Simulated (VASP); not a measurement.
Calculation: PBEsol GGA, VASP's PBE PAW potentials (set 64) (plane waves; VASP).

VASP ran on this input.

**KPOINTS**
```
Automatic mesh
0
Gamma
10 10 3
0 0 0
```

### INCAR
```
SYSTEM = NbZr3C4
PREC = Accurate
ENCUT = 520
EDIFF = 1E-6
NELM = 100
ALGO = Normal
LREAL = .FALSE.
LASPH = .TRUE.
ISMEAR = 1
SIGMA = 0.1
GGA = PS
LMAXMIX = 4
LWAVE = .FALSE.
LCHARG = .FALSE.
IBRION = 2
ISIF = 3
NSW = 60
EDIFFG = -0.02
```

File POSCAR:
```
NbZr3C4
1.0
  0.0000000000   2.3052519190   2.3052519190
  2.3052519190   0.0000000000   2.3052519190
  9.2339413519   9.2339413519  -0.0129336759
Zr C Nb
3 4 1
Direct
  0.0039136988   0.0039136988   0.9970647259
  0.0000000000   0.0000000000   0.2500000000
  0.9960863012   0.9960863012   0.5029352741
  0.5036627178   0.5036627178   0.1222529616
  0.4963372822   0.4963372822   0.3777470384
  0.4886305517   0.4886305517   0.6335270862
  0.5113694483   0.5113694483   0.8664729138
  0.0000000000   0.0000000000   0.7500000000
```

POTCAR, in this order: Zr_sv C Nb_sv (PBE.64 set). Program: vasp_std.

Output

OSZICAR:
```
       N       E                     dE             d eps       ncg     rms          rms(c)
DAV:   1     0.655402337304E+03    0.65540E+03   -0.34964E+04  6084   0.169E+03
DAV:   2    -0.283511035409E+02   -0.68375E+03   -0.66212E+03  7249   0.535E+02
DAV:   3    -0.936420103071E+02   -0.65291E+02   -0.63542E+02 10180   0.133E+02
DAV:   4    -0.973373886043E+02   -0.36954E+01   -0.36782E+01  9033   0.295E+01
DAV:   5    -0.975431544990E+02   -0.20577E+00   -0.20565E+00  9781   0.745E+00    0.433E+01
DAV:   6    -0.839598512439E+02    0.13583E+02   -0.90081E+01  7960   0.391E+01    0.172E+01
DAV:   7    -0.838547702680E+02    0.10508E+00   -0.11441E+01  9240   0.163E+01    0.993E+00
DAV:   8    -0.836801338341E+02    0.17464E+00   -0.24892E+00  8848   0.866E+00    0.299E+00
DAV:   9    -0.836497299300E+02    0.30404E-01   -0.31284E-01  8459   0.311E+00    0.946E-01
DAV:  10    -0.836550698601E+02   -0.53399E-02   -0.93310E-02  8416   0.142E+00    0.449E-01
DAV:  11    -0.836524552155E+02    0.26146E-02   -0.18312E-02  9118   0.703E-01    0.136E-01
DAV:  12    -0.836525088055E+02   -0.53590E-04   -0.22432E-03  8000   0.225E-01    0.357E-02
DAV:  13    -0.836525146528E+02   -0.58473E-05   -0.12757E-04 10292   0.667E-02    0.203E-02
DAV:  14    -0.836525131902E+02    0.14626E-05   -0.44679E-06  6192   0.136E-02    0.856E-03
DAV:  15    -0.836525117192E+02    0.14710E-05   -0.12214E-06  4732   0.818E-03    0.226E-03
DAV:  16    -0.836525117174E+02    0.17944E-08   -0.29356E-07  4680   0.466E-03
   1 F= -.83652512E+02 E0= -.83652765E+02  d E =-.836525E+02
       N       E                     dE             d eps       ncg     rms          rms(c)
DAV:   1    -0.836576031750E+02   -0.50915E-02   -0.12493E+00  6336   0.745E+00    0.103E+00
DAV:   2    -0.836560405230E+02    0.15627E-02   -0.49159E-02  8264   0.155E+00    0.336E-01
DAV:   3    -0.836544579141E+02    0.15826E-02   -0.65806E-03  9554   0.519E-01    0.911E-02
DAV:   4    -0.836543504186E+02    0.10750E-03   -0.18145E-03  9128   0.245E-01    0.855E-02
DAV:   5    -0.836544267571E+02   -0.76339E-04   -0.29933E-04 10269   0.760E-02    0.592E-02
DAV:   6    -0.836544609521E+02   -0.34195E-04   -0.69569E-05 10256   0.373E-02    0.351E-02
DAV:   7    -0.836545006891E+02   -0.39737E-04   -0.80075E-05 10280   0.385E-02    0.650E-03
DAV:   8    -0.836545030408E+02   -0.23516E-05   -0.75796E-06  7672   0.151E-02    0.381E-03
DAV:   9    -0.836545034230E+02   -0.38225E-06   -0.86858E-07  4582   0.635E-03
   2 F= -.83654503E+02 E0= -.83654821E+02  d E =-.199171E-02
       N       E                     dE             d eps       ncg     rms          rms(c)
DAV:   1    -0.836548028922E+02   -0.29985E-03   -0.56893E-02  6361   0.159E+00    0.218E-01
DAV:   2    -0.836547430207E+02    0.59872E-04   -0.22708E-03  8281   0.332E-01    0.732E-02
DAV:   3    -0.836546696233E+02    0.73397E-04   -0.29727E-04  9560   0.112E-01    0.200E-02
DAV:   4    -0.836546623611E+02    0.72621E-05   -0.84866E-05  9200   0.535E-02    0.184E-02
DAV:   5    -0.836546635525E+02   -0.11914E-05   -0.13696E-05  8031   0.165E-02    0.125E-02
DAV:   6    -0.836546635277E+02    0.24810E-07   -0.26752E-06  5800   0.902E-03
   3 F= -.83654664E+02 E0= -.83654973E+02  d E =-.215181E-02
       N       E                     dE             d eps       ncg     rms          rms(c)
DAV:   1    -0.836583670954E+02   -0.37035E-02   -0.51795E-01  6466   0.516E+00    0.890E-01
DAV:   2    -0.836556832111E+02    0.26839E-02   -0.26591E-02  8129   0.122E+00    0.296E-01
DAV:   3    -0.836544612867E+02    0.12219E-02   -0.44289E-03  8769   0.400E-01    0.941E-02
DAV:   4    -0.836544506899E+02    0.10597E-04   -0.13708E-03 10440   0.197E-01    0.709E-02
DAV:   5    -0.836544866125E+02   -0.35923E-04   -0.12037E-04  8910   0.510E-02    0.423E-02
DAV:   6    -0.836545182246E+02   -0.31612E-04   -0.88148E-05 10320   0.394E-02    0.276E-02
DAV:   7    -0.836545303950E+02   -0.12170E-04   -0.38306E-05 10577   0.291E-02    0.630E-03
DAV:   8    -0.836545299890E+02    0.40593E-06   -0.30594E-06  6131   0.947E-03
   4 F= -.83654530E+02 E0= -.83654850E+02  d E =0.133539E-03
       N       E                     dE             d eps       ncg     rms          rms(c)
DAV:   1    -0.836561872766E+02   -0.16569E-02   -0.15478E-01  6480   0.282E+00    0.489E-01
DAV:   2    -0.836553554339E+02    0.83184E-03   -0.79628E-03  8225   0.664E-01    0.162E-01
DAV:   3    -0.836549854324E+02    0.37000E-03   -0.13300E-03  8747   0.216E-01    0.519E-02
DAV:   4    -0.836549886830E+02   -0.32506E-05   -0.38874E-04 10545   0.104E-01    0.383E-02
DAV:   5    -0.836550045570E+02   -0.15874E-04   -0.34637E-05  8431   0.275E-02    0.228E-02
DAV:   6    -0.836550196692E+02   -0.15112E-04   -0.26536E-05 10256   0.216E-02    0.146E-02
DAV:   7    -0.836550292860E+02   -0.96168E-05   -0.10695E-05  8992   0.156E-02    0.353E-03
DAV:   8    -0.836550300763E+02   -0.79026E-06   -0.88461E-07  4180   0.630E-03
   5 F= -.83655030E+02 E0= -.83655347E+02  d E =-.366549E-03
       N       E                     dE             d eps       ncg     rms          rms(c)
DAV:   1    -0.836550682959E+02   -0.39010E-04   -0.51895E-03  6140   0.401E-01    0.337E-02
DAV:   2    -0.836550676067E+02    0.68916E-06   -0.64857E-05  7809   0.563E-02    0.166E-02
DAV:   3    -0.836550667562E+02    0.85048E-06   -0.78905E-06  6706   0.161E-02
   6 F= -.83655067E+02 E0= -.83655382E+02  d E =-.366800E-04
```

**OUTCAR**
```
------------------------ aborting loop because EDIFF is reached ----------------------------------------
  FORCE on cell =-STRESS in cart. coord.  units (eV):
  Direction    XX          YY          ZZ          XY          YZ          ZX
  --------------------------------------------------------------------------------------
  Total        0.0013208      0.0013208      0.0013208     -0.0007214      0.0007214      0.0007214
  in kB        0.0215791      0.0215791      0.0215791     -0.0117859      0.0117859      0.0117859
  external PRESSURE =       0.0215791 kB  Pullay stress =       0.0000000 kB
  volume of cell :       98.07
      direct lattice vectors                 reciprocal lattice vectors
     0.000000000  2.305013144  2.305013144    -0.216850332  0.216986673  0.216850332
     2.305013144  0.000000000  2.305013144     0.216986673 -0.216850332  0.216850332
     9.225853177  9.225853177 -0.005800601     0.054178498  0.054178498 -0.054178498
 POSITION                                       TOTAL-FORCE (eV/Angst)
 -----------------------------------------------------------------------------------
      9.20179      9.20179      0.01826        -0.002828     -0.002828      0.002828
      4.61148      2.30646      2.30356        -0.000000      0.000000     -0.000000
      6.94200      6.94200      4.58307         0.002828      0.002828     -0.002828
      2.28941      2.28941      2.32061        -0.003893     -0.003893      0.003893
      4.62853      4.62853      2.28651         0.003893      0.003893     -0.003893
      6.96948      6.96948      2.25057         0.003875      0.003875     -0.003875
      9.17431      9.17431      2.35075        -0.003875     -0.003875      0.003875
      9.22440      6.91939      2.30066        -0.000000      0.000000     -0.000000
 -----------------------------------------------------------------------------------
    total drift:                                0.000000      0.000000      0.000000
  FREE ENERGIE OF THE ION-ELECTRON SYSTEM (eV)
  ---------------------------------------------------
  free  energy   TOTEN  =       -83.6550667562 eV

  energy  without entropy=      -83.6560115964  energy(sigma->0) =      -83.65538170

 reached required accuracy - stopping structural energy minimisation
```
(Selected blocks of OUTCAR.)

File CONTCAR:
```
NbZr3C4
   1.00000000000000
     0.0000000000000000    2.3050131441812836    2.3050131441812836
     2.3050131441812836    0.0000000000000000    2.3050131441812836
     9.2258531772542067    9.2258531772542067   -0.0058006005290709
  Zr              C               Nb
     3     4     1
Direct
     0.0052141756400232    0.0052141756400232    0.9960893682699843
     0.0000000000000000    1.0000000000000000    0.2500000000000000
     0.9947858243599769    0.9947858243599769    0.5039106317300157
     0.5035375455696514    0.5035375455696514    0.1223468407727570
     0.4964624544303486    0.4964624544303486    0.3776531592272430
     0.4889880756651578    0.4889880756651578    0.6332589432261276
     0.5110119243348422    0.5110119243348422    0.8667410567738724
     0.0000000000000000    1.0000000000000000    0.7500000000000000
```

### OUTCAR
```
 val. band max:       10.5858420218   @ k =  -0.1000  -0.2000   0.3333

 cond. band min:      10.6077908733   @ k =  -0.3000  -0.4000   0.3333


 Fermi energy:        10.5921675733

 k-point     1 :       0.0000    0.0000    0.0000
  band No.  band energies     occupation
      1     -44.8059      2.00000
      2     -37.5846      2.00000
      3     -37.5771      2.00000
      4     -37.3692      2.00000
      5     -20.9687      2.00000
      6     -20.7020      2.00000
      7     -20.7020      2.00000
      8     -16.1071      2.00000
      9     -15.8862      2.00000
     10     -15.3970      2.00000
     11     -15.3756      2.00000
     12     -15.3756      2.00000
     13     -15.3720      2.00000
     14     -15.3720      2.00000
     15     -15.1697      2.00000
     16     -15.1697      2.00000
     17      -1.6131      2.00000
     18      -0.0504      2.00000
     19      -0.0066      2.00000
     20       1.9858      2.00000
     21       4.4335      2.00000
     22       6.5080      2.00000
     23       6.5080      2.00000
     24       7.0731      2.00000
     25       7.3394      2.00000
     26       8.1380      2.00000
     27       8.1380      2.00000
     28       8.3868      2.00000
     29       8.3868      2.00000
     30      10.4635      2.06985
     31      10.4635      2.06985
     32      10.8506     -0.00158
     33      11.0965     -0.00000
     34      11.1209     -0.00000
     35      11.1209     -0.00000
     36      12.1390     -0.00000
     37      12.1390     -0.00000
     38      12.7339      0.00000
     39      12.8421      0.00000

 k-point     2 :       0.1000    0.0000    0.0000
  band No.  band energies     occupation
      1     -44.8013      2.00000
      2     -37.5757      2.00000
      3     -37.5687      2.00000
      4     -37.3616      2.00000
      5     -20.9595      2.00000
      6     -20.7504      2.00000
      7     -20.7127      2.00000
      8     -16.0844      2.00000
      9     -15.8700      2.00000
...
```

The structure was generated: NbZr3C4 was put into an ordered model structure (R-3m), which need not be its known phase. This run relaxes it. Symmetry was kept, so distortions that lower it aren't found. The start is the result of an earlier pass. The electron count is odd and the run is not spin-polarised, which forces a metal.
